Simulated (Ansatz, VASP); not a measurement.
# Cross-check of Zn3GaAsS3 between VASP and Ansatz, part 2 of 2

Aim: how closely do two programs agree when they are given the same cell, functional and k mesh? The cell is generated by rule, not measured, and may not be a known phase. The cell is taken from a series of runs on this material, whose earlier steps may have relaxed, scaled, displaced or heated it; both programs get it as it stands.

VASP 6.6.1 and Ansatz 0.2.0.

So far: The starting structure; VASP: relaxation of cell and atoms, PBEsol, pair 1.

The structure was built from a prototype and need not be the compound's stable phase.

### 3. Ansatz: relaxation of cell and atoms, PBEsol, pair 1

Level of this step: Ansatz beside VASP: Kohn-Sham DFT, plane waves, PBEsol (Ansatz).

Ansatz runs on its default PAW (the set named soft_2) files.

The same cell, functional and mesh now go to Ansatz, which takes its cutoff from its data sets.

The input, input.yaml:

```yaml
crystal:
  lattice:
    - [2.7357900228, 2.7357900228, 0.0]
    - [-2.7454570072, 2.7454570072, 0.0]
    - [0.0, 0.0, 10.7446572811]
  atoms:
    - { symbol: As, position: [0.5, 1.0, 0.1270494177] }
    - { symbol: Ga, position: [0.0, 0.0, 0.0007712536] }
    - { symbol: S, position: [0.0, 0.5, 0.3822098006] }
    - { symbol: S, position: [0.5, 1.0, 0.6247467524] }
    - { symbol: S, position: [0.0, 0.5, 0.8665065189] }
    - { symbol: Zn, position: [0.5, 0.5, 0.2564360715] }
    - { symbol: Zn, position: [0.0, 0.0, 0.4999102853] }
    - { symbol: Zn, position: [0.5, 0.5, 0.7423699001] }
kpoints:
  mp_grid: { grid: [8, 8, 4] }
hamiltonian:
  xc: pbesol
scf:
  occupations: { method: fixed }
output:
  forces: true
  stress: true
  eigenvalues: true
  write_density: true
  write_potential: true
  elf: true
  volumetric_format: npy
relax:
  adjacent_minimum: "off"
  f_tol: 0.001
  max_steps: 60
  cell: { stress_tol: 0.01 }
```

Command:

```console
$ ansatz run input.yaml --threads 8 --pin off --max-ram 14336MiB --backend cpu --events-out ev --progress --plain --runs-dir out
```

Numbers of over 12 decimals in the logs are rounded to 6 here.

What it wrote:

```text
Engine: ansatz 0.2.0, x86_64-unknown-linux-gnu
Pseudopotentials: kind: paw
Pseudopotential: As, paw, valence charge 15, recommended cutoff 420 eV (normal), As.paw.azcp
Pseudopotential: Ga, paw, valence charge 13, recommended cutoff 420 eV (normal), Ga.paw.azcp
Pseudopotential: S, paw, valence charge 6, recommended cutoff 420 eV (normal), S.paw.azcp
Pseudopotential: Zn, paw, valence charge 12, recommended cutoff 420 eV (normal), Zn.paw.azcp
Functional definition: PBEsol
  exchange = pbesol_x
  correlation = pbesol_c
Crystal: 8 atoms, lattice volume = 161.406 Å³
Basis set: ecut = 420 eV, 3155 PW (Γ), exchange–correlation on 54×54×144 points (8 copies of the dense FFT grid, shifted against one another)
Bands: 50, of which v1, the nominal top of the filled ones, is band 41 counted from 1 (40 counted from 0)
Symmetry: 4 space group operations
Space group: Pmm2 (ITA 25), of the structure as read, at distance tolerance 5.4e-5 Å
k-points: 75 of 256 (time reversal used)
Non-local potential: As, projectors of the file, l = 0: 2, l = 1: 2, l = 2: 3, l = 3: 1
Non-local potential: Ga, projectors of the file, l = 0: 2, l = 1: 2, l = 2: 3, l = 3: 1
Non-local potential: S, projectors of the file, l = 0: 2, l = 1: 2, l = 2: 2
Non-local potential: Zn, projectors of the file, l = 0: 2, l = 1: 2, l = 2: 3, l = 3: 1
PAW form: soft (Blöchl's): semilocal exchange-correlation on the pseudo side does not see the compensation charge
PAW frozen core: As, regenerated for the run's functional, and the local potential with it (the file was generated under x = pbe(κ = 0.804, μ = 0.219515), c = pbe(β = 0.066725))
PAW frozen core: Ga, regenerated for the run's functional, and the local potential with it (the file was generated under x = pbe(κ = 0.804, μ = 0.219515), c = pbe(β = 0.066725))
PAW frozen core: S, regenerated for the run's functional, and the local potential with it (the file was generated under x = pbe(κ = 0.804, μ = 0.219515), c = pbe(β = 0.066725))
PAW frozen core: Zn, regenerated for the run's functional, and the local potential with it (the file was generated under x = pbe(κ = 0.804, μ = 0.219515), c = pbe(β = 0.066725))
PAW one-centre angular grid: As, 590 points (default); XC on 64 Gauss nodes
PAW one-centre angular grid: Ga, 590 points (default); XC on 64 Gauss nodes
PAW one-centre angular grid: S, 110 points (default); XC on 64 Gauss nodes
PAW one-centre angular grid: Zn, 590 points (default); XC on 64 Gauss nodes
Initial density: superposition of atomic densities (neutral atoms: chi_scale 0, normalization atom), corrected by the library's trained network
Initial wavefunctions: pseudopotential atomic-orbital guess
Functional: x = pbesol(κ = 0.804, μ = 0.123457), c = pbesol(β = 0.046)
SCF iter   1: F=—  HF=-21058.695152 eV  |F-HF|=—  |Δ(HF+E_count)|=         —  Δρ=5.05e-3  dr2=5.66e-2  ethr=1.77e-3  ⟨swp⟩=4.9  Hψ=13245  notcnv=0  defer=447
preconditioner: auto → Resta (q_TF=auto, 2.437 Å⁻¹)  ε∞=5.6  [insulator: Δε(μ)=0.547 eV  Ē_g=11.546 eV  n_scr=48 (ndim 8)  ℏωp=24.8 eV  f_vac=0.034  ε∞_Penn≈5.6]
SCF iter   2: F=—  HF=-21058.678524 eV  |F-HF|=—  |Δ(HF+E_count)|=   1.66e-2  Δρ=1.86e-3  dr2=1.04e-2  ethr=6.91e-5  ⟨swp⟩=2.4  Hψ=6510  notcnv=0  defer=525
SCF iter   3: F=—  HF=-21058.676572 eV  |F-HF|=—  |Δ(HF+E_count)|=   1.95e-3  Δρ=1.41e-3  dr2=2.33e-3  ethr=1.27e-5  ⟨swp⟩=2.2  Hψ=5892  notcnv=0  defer=525
SCF iter   4: F=—  HF=-21058.675710 eV  |F-HF|=—  |Δ(HF+E_count)|=   8.62e-4  Δρ=4.13e-4  dr2=3.49e-4  ethr=2.84e-6  ⟨swp⟩=2.0  Hψ=5684  notcnv=0  defer=525
SCF iter   5: F=—  HF=-21058.675763 eV  |F-HF|=—  |Δ(HF+E_count)|=   5.34e-5  Δρ=1.12e-4  dr2=2.55e-5  ethr=4.26e-7  ⟨swp⟩=2.0  Hψ=6206  notcnv=0  defer=321
SCF iter   6: F=—  HF=-21058.675756 eV  |F-HF|=—  |Δ(HF+E_count)|=   7.30e-6  Δρ=1.14e-4  dr2=1.23e-5  ethr=3.11e-8  ⟨swp⟩=2.0  Hψ=6585  notcnv=0  defer=246
SCF iter   7: F=—  HF=-21058.675748 eV  |F-HF|=—  |Δ(HF+E_count)|=   7.98e-6  Δρ=2.77e-5  dr2=9.60e-7  ethr=1.50e-8  ⟨swp⟩=2.0  Hψ=6584  notcnv=0  defer=246
SCF iter   8: F=—  HF=-21058.675748 eV  |F-HF|=—  |Δ(HF+E_count)|=   3.22e-7  Δρ=1.68e-5  dr2=3.05e-7  ethr=1.17e-9  ⟨swp⟩=2.0  Hψ=6584  notcnv=0  defer=246
SCF iter   9: F=-21058.675748 eV  HF=-21058.675748 eV  |F-HF|=1.58e-8  |Δ(HF+E_count)|=   8.63e-8  Δρ=4.26e-6  dr2=3.12e-8  ethr=1.22e-10  ⟨swp⟩=15.1  Hψ=30897  notcnv=0
SCF 1 converged in 9 iterations: F = -21058.675748 eV  dr2 = 3.12e-8
  greatest PAW one-centre occupation: 0.999 electrons in one spin orbital (limit 2), on the As atom at site 0 (counted from 0), in its partial waves of l = 2
relax step   1: F+E_penalty+E_count = -21058.67574810 eV  Δ(F+E_penalty+E_count) = +0.000e0 eV  max|allowed force component| = 1.292e-3 eV/Å  Δτ_max = 0.0000 Å  P = -0.003 GPa  Ω = 161.406 Å³  (9 SCF iters, dr2 threshold 1.00e-7 eV, accepted)
[...]
relax step   2: F+E_penalty+E_count = -21058.67574998 eV  Δ(F+E_penalty+E_count) = -1.880e-6 eV  max|allowed force component| = 8.087e-4 eV/Å  Δτ_max = 0.0001 Å  P = -0.001 GPa  Ω = 161.401 Å³  energy of the carried Pulay correction = +1.574e-6 eV  (6 SCF iters, dr2 threshold 1.04e-10 eV, accepted)
[...]
relax step   3: F+E_penalty+E_count = -21058.67574808 eV  Δ(F+E_penalty+E_count) = +1.905e-6 eV  max|allowed force component| = 8.093e-4 eV/Å  Δτ_max = 0.0000 Å  P = -0.001 GPa  Ω = 161.401 Å³  stress off target by 3.42e-3 GPa  SCF on the basis re-selected at this cell (its energy is not comparable with the rows above)  (6 SCF iters)
basis re-selected at this cell: Δ(F+E_penalty+E_count) = +1.905e-6 eV, ΔP = -0.000 GPa vs the last step (what re-selecting the basis moved, of the pressure what is left beyond the Pulay correction that the steps carried, after the strain that the cell walked since its last selection, with what the two solves' SCF thresholds leave and, on support functions, any second-order correction that the steps lacked; it is no m [...]
SCF converged after 6 iterations
Free energy (F): -21058.675748 eV
Harris-Foulkes:  -21058.675748 eV  (|F-HF|=7.28e-12)
Internal energy: -21058.675748 eV  (E = F + TS)
E sigma→0 (E₀):  -21058.675748 eV
Fermi energy:    7.457759 eV
--- Per-component energies (eV) ---
  E_band       = -301.726219
  E_kinetic    = 934.448831
  E_local      = -10559.444409  (includes V_loc(G=0)·N_el)
  E_nonlocal   = 1688.860748
  E_hartree    = 4787.515212
  E_xc         = -843.280200
  E_vxc        = -557.947349  (∫ρ·V_xc dr)
  E_paw        = -10867.349643  (= ΣΔE_a)
  E_vpaw       = -1382.673266  (= ΣTr[D̂ρ^β])
  E_aug_tail   = -0.001190  (compensation charges beyond the density's cutoff)
  E_ewald      = -6203.832417
  E_core_change = 4.407319  (= ΣΔE_core)
  E_smearing   = -0.000000  (= −TS)
  E_closure    = -0.000000  (closes the sum)
  Σ components = -21058.675748   (vs F -21058.675748, Δ=0.00e0)
--- Forces (eV/Å), atoms counted from 1 ---
  atom   1  As    -0.00000000     0.00000000     0.00033377
  atom   2  Ga     0.00000000    -0.00000000    -0.00038571
  atom   3  S     -0.00000000     0.00000000     0.00077397
  atom   4  S     -0.00000000    -0.00000000     0.00068698
  atom   5  S     -0.00000000     0.00000000     0.00060059
  atom   6  Zn     0.00000000     0.00000000    -0.00063290
  atom   7  Zn     0.00000000    -0.00000000    -0.00056667
  atom   8  Zn     0.00000000     0.00000000    -0.00080914
  max |Σ_I F_I| component: 8.82e-7 eV/Å
--- Stress (GPa, compression-positive) ---
       -0.001039       0.002384      -0.000000
        0.002384      -0.001039      -0.000000
       -0.000000      -0.000000      -0.000888
  P = ⅓ Tr σ = -0.0010 GPa (-0.010 kbar)
--- Band table (eV; the first three rows and the last of 75) ---
  k-point 0: bands = [... 37 lower, 5.3131, 6.4171, 6.6288, 7.2129, 7.9243, 9.0444, 9.4212, 10.0223, ... 5 higher]
  k-point 1: bands = [... 37 lower, 5.4949, 5.9587, 6.5429, 7.1629, 8.3214, 9.1008, 9.4228, 9.8714, ... 5 higher]
  k-point 2: bands = [... 37 lower, 5.4815, 5.6707, 6.4349, 7.1106, 8.6764, 9.1243, 9.5505, 9.8579, ... 5 higher]
  k-point 74: bands = [... 37 lower, 3.7589, 3.8017, 4.5737, 4.6948, 9.5988, 9.7810, 10.1518, 10.3365, ... 5 higher]
--- Relaxed structure (2 steps of the walk, 2 accepted, 1 SCFs on fresh bases) ---
  F+E_penalty+E_count = -21058.67574808 eV   max|allowed force component| = 8.093e-4 eV/Å   (the final SCF, on the basis selected at the relaxed cell)
  cell:  # Å, volume = 161.4013 Å³
    - [2.735770, 2.735770, 0]
    - [-2.745419, 2.745419, 0]
    - [0, 0, 10.744566]
  atoms:
    - { symbol: As, position: [0.500000, 1.000000, 0.127045] }
    - { symbol: Ga, position: [0, 0, 0.000766373] }
    - { symbol: S, position: [0, 0.5, 0.382214] }
    - { symbol: S, position: [0.500000, 1.000000, 0.624752] }
    - { symbol: S, position: [0, 0.5, 0.866511] }
    - { symbol: Zn, position: [0.5, 0.500000, 0.256430] }
    - { symbol: Zn, position: [0, 0, 0.499912] }
    - { symbol: Zn, position: [0.5, 0.500000, 0.742369] }
```

### 4. Differences

Known differences besides the potentials themselves: fixed occupations in Ansatz, narrow Gaussian smearing in VASP; the data sets hold 82 valence electrons in Ansatz (on its default PAW (the set named soft_2) files) and 72 in VASP; the cutoff is 420 eV in Ansatz and 500 eV in VASP; Ansatz makes its cores anew for this functional, VASP keeps those of its PBE data sets; Ansatz adds a Pulay correction to the stress that steers its cell, VASP none. Total energies have different zeros and are not compared.

The two programs side by side:

```
                                         quantity  Ansatz    VASP  difference
                                      volume (Å³)  161.40  161.79     -0.24 %
edge a after relaxation, in the typed setting (Å)   3.869   3.873     -0.09 %
edge b after relaxation, in the typed setting (Å)   3.883   3.886     -0.08 %
edge c after relaxation, in the typed setting (Å)  10.745  10.752     -0.07 %
```

### 5. Ansatz: relaxation of cell and atoms, PBEsol, pair 2

The relaxed volume is the usual yardstick between codes: in a stiff, nearly cubic crystal its relative difference is about their pressure difference at one cell divided by the bulk modulus.

The cell is taken from a series of runs on this material, whose earlier steps may have relaxed, scaled, displaced or heated it; both programs get it as it stands.

input.yaml, the sections that differ from step 3:

```yaml
crystal:
  lattice:
    - [2.7367881592, 2.7367881592, 0.0]
    - [-2.7448214471, 2.7448214471, 0.0]
    - [0.0, 0.0, 10.7399795524]
  atoms:
    - { symbol: As, position: [0.5, 1.0, 0.1269720693] }
    - { symbol: Ga, position: [0.0, 0.0, 0.0008106952] }
    - { symbol: S, position: [0.0, 0.5, 0.3821349928] }
    - { symbol: S, position: [0.5, 1.0, 0.6246713361] }
    - { symbol: S, position: [0.0, 0.5, 0.8664663994] }
    - { symbol: Zn, position: [0.5, 0.5, 0.2563458969] }
    - { symbol: Zn, position: [0.0, 0.0, 0.5001100337] }
    - { symbol: Zn, position: [0.5, 0.5, 0.7424885766] }
scf:
  occupations: { method: gaussian, width: 0.02 }
relax:
  adjacent_minimum: "off"
  f_tol: 0.005
  max_steps: 80
  cell: { stress_tol: 0.05 }
# kpoints, hamiltonian, output: as in step 3
```

What it wrote:

```text
[...]
Crystal: 8 atoms, lattice volume = 161.357 Å³
Basis set: ecut = 420 eV, 3147 PW (Γ), exchange–correlation on 54×54×144 points (8 copies of the dense FFT grid, shifted against one another)
Bands: 50, of which v1, the nominal top of the filled ones, is band 41 counted from 1 (40 counted from 0)
Symmetry: 4 space group operations
[...]
k-points: 75 of 256 (time reversal used)
[...]
- [7.393034562947103e-19, -1.7774162107155238e-19, 10.744657]
  atoms:
    - { symbol: As, position: [0.500000, 1.0, 0.127049] }
    - { symbol: Ga, position: [0, 0, 0.000771254] }
    - { symbol: S, position: [0, 0.5, 0.382210] }
    - { symbol: S, position: [0.500000, 1.0, 0.624747] }
    - { symbol: S, position: [0, 0.5, 0.866507] }
    - { symbol: Zn, position: [0.5, 0.5, 0.256436] }
    - { symbol: Zn, position: [0, 0, 0.499910] }
    - { symbol: Zn, position: [0.5, 0.5, 0.742370] }
[key lines of the parts left out:]
SCF converged after 5 iterations
Free energy (F): -21058.675748 eV
Fermi energy:    7.690782 eV
P = ⅓ Tr σ = -0.0033 GPa (-0.033 kbar)
```

### 6. VASP: relaxation of cell and atoms, PBEsol, pair 2

The same cell, functional, mesh and smearing now go to VASP, with its own data sets.

The input, INCAR:

```
SYSTEM = Zn3GaAsS3
PREC = Accurate
ENCUT = 500
EDIFF = 1E-07
NELM = 120
ISMEAR = 0
SIGMA = 0.02
LREAL = .FALSE.
ALGO = Normal
GGA = PS
NBANDS = 44
LORBIT = 11
LWAVE = .FALSE.
LCHARG = .FALSE.
ISIF = 3
IBRION = 2
NSW = 80
EDIFFG = -0.005
LASPH = .TRUE.
GGA_COMPAT = .FALSE.
NELMIN = 4
EFERMI = MIDGAP
KPAR = 2
```

The input, POSCAR:

```
Zn3GaAsS3
1.0
    2.7367880000      2.7367880000      0.0000000000
   -2.7448210000      2.7448210000      0.0000000000
    0.0000000000      0.0000000000     10.7399800000
As Ga S Zn
1 1 3 3
Direct
    0.5000001827      0.0000001822      0.1269720242
    0.0000000000      0.0000000000      0.0008107091
    0.0000000000      0.5000001822      0.3821349760
    0.5000001827      0.0000001822      0.6246712750
    0.0000000000      0.5000001822      0.8664663249
    0.5000000000      0.5000001822      0.2563459150
    0.0000000000      0.0000000000      0.5001100561
    0.5000000000      0.5000001822      0.7424885335
```

The input, KPOINTS:

```
Automatic mesh
0
Gamma
8 8 4
0 0 0
```

The projector-augmented-wave data sets are As, Ga_d, S and Zn (PBE family, release 64).

Command:

```console
$ mpirun -np 2 vasp_std
```

What it wrote:

```text
[banner, memory and clock lines left out]
running    2 mpi-ranks, on    1 nodes
[...]
[... a notice as in an earlier step ...]

 LDA part: xc-table for (Slater+PW92), standard interpolation
 POSCAR, INCAR and KPOINTS ok, starting setup
[...]
entering main loop
       N       E                     dE             d eps       ncg     rms          rms(c)
DAV:   1     0.596187313726E+03    0.59619E+03   -0.32462E+04  6900   0.205E+03
DAV:   2     0.586527346757E+02   -0.53753E+03   -0.52217E+03  6744   0.491E+02
DAV:   3    -0.277792730336E+02   -0.86432E+02   -0.84621E+02  7320   0.168E+02
DAV:   4    -0.328501509269E+02   -0.50709E+01   -0.50439E+01  8312   0.403E+01
[...]
DAV:  15    -0.313510203051E+02   -0.22562E-05   -0.16888E-05  7908   0.406E-02    0.914E-03
DAV:  16    -0.313510207943E+02   -0.48917E-06   -0.25100E-06  7740   0.160E-02    0.284E-03
DAV:  17    -0.313510208572E+02   -0.62893E-07   -0.60943E-07  8024   0.635E-03
   1 F= -.31351021E+02 E0= -.31351021E+02  d E =-.313510E+02
[... from here on, the cycles between the ionic steps are left out ...]
   2 F= -.31351328E+02 E0= -.31351328E+02  d E =-.307452E-03
   3 F= -.31351346E+02 E0= -.31351346E+02  d E =-.324734E-03
   4 F= -.31351346E+02 E0= -.31351346E+02  d E =-.324938E-03
   5 F= -.31351346E+02 E0= -.31351346E+02  d E =-.325044E-03
   6 F= -.31351365E+02 E0= -.31351365E+02  d E =-.188246E-04
 trial-energy change:   -0.000019  1 .order   -0.000019   -0.000026   -0.000012
 step:   1.7558(harm=  1.7558)  dis= 0.00081  next Energy=   -31.351370 (dE=-0.238E-04)
 reached required accuracy - stopping structural energy minimisation
```

OUTCAR, selected parts (step 6):

```text
  Total       -0.0077702     -0.0077702      0.0028179     -0.0106246      0.0000000      0.0000000
  in kB       -0.0769377     -0.0769377      0.0279015     -0.1052011      0.0000000      0.0000000
  external PRESSURE =      -0.0419913 kB  Pullay stress =       0.0000000 kB

 POSITION                                       TOTAL-FORCE (eV/Angst)
 -----------------------------------------------------------------------------------
      1.36953      1.36953      1.36428        -0.000000     -0.000000     -0.000572
      0.00000      0.00000      0.00801         0.000000      0.000000     -0.003425
     -1.37374      1.37374      4.10910         0.000000     -0.000000      0.004820
      1.36953      1.36953      6.71674         0.000000     -0.000000      0.003603
     -1.37374      1.37374      9.31621         0.000000     -0.000000      0.004333
     -0.00420      2.74327      2.75650         0.000000     -0.000000     -0.001396
      0.00000      0.00000      5.37517         0.000000     -0.000000     -0.004965
     -0.00420      2.74327      7.98153         0.000000     -0.000000     -0.002398
 -----------------------------------------------------------------------------------
    total drift:                                0.000674     -0.001264     -0.001078

  FREE ENERGIE OF THE ION-ELECTRON SYSTEM (eV)
  ---------------------------------------------------
  free  energy   TOTEN  =       -31.3513647253 eV

  energy  without entropy=      -31.3513647253  energy(sigma->0) =      -31.35136473

[... 2 parts as in an earlier step ...]

[... 2 further parts left out ...]
[key lines of the parts left out:]
E-fermi :   3.7883
```

### 7. Comparison

What differs besides the data sets and the points named for the pairs above, as far as they apply: the data sets hold 82 valence electrons in Ansatz (on its default PAW (the set named soft_2) files) and 72 in VASP. Total energies have different zeros and are not compared.

The two programs side by side:

```
                                         quantity  Ansatz    VASP  difference
                                      volume (Å³)  161.41  161.81     -0.25 %
edge a after relaxation, in the typed setting (Å)   3.869   3.874     -0.12 %
edge b after relaxation, in the typed setting (Å)   3.883   3.885     -0.07 %
edge c after relaxation, in the typed setting (Å)  10.745  10.751     -0.06 %
```

### 8. Outcome

| Quantity | Value |
| --- | --- |
| difference in volume (relaxation of cell and atoms, PBEsol, pair 1) | -0.24 % |
| difference in volume (relaxation of cell and atoms, PBEsol, pair 2) | -0.25 % |

The difference in volume is -0.25 % (relaxation of cell and atoms, PBEsol, pair 2), within the 1.2 % picked in this series as the mark of a large difference, as far as the stopping tolerances let one tell. The data sets hold unlike numbers of valence electrons (82 in Ansatz and 72 in VASP), so part of the differences comes from the potentials. 1 further run of this series is not shown here. How closely two codes agree says nothing of how well the functional describes the real material.

[Lines on the potential files, build, host, timing and source positions are cut from VASP's logs without a mark.]

[Logs are printed without paths, hosts, clocks, repeated set-up lines and the standing remarks that a program may print on its own settings, such as how far it seeks lower states.]

[Hosts, paths, dates, database ids (printed as entryN), source tags and the programs' standing remarks are cut or masked in the printed files.]
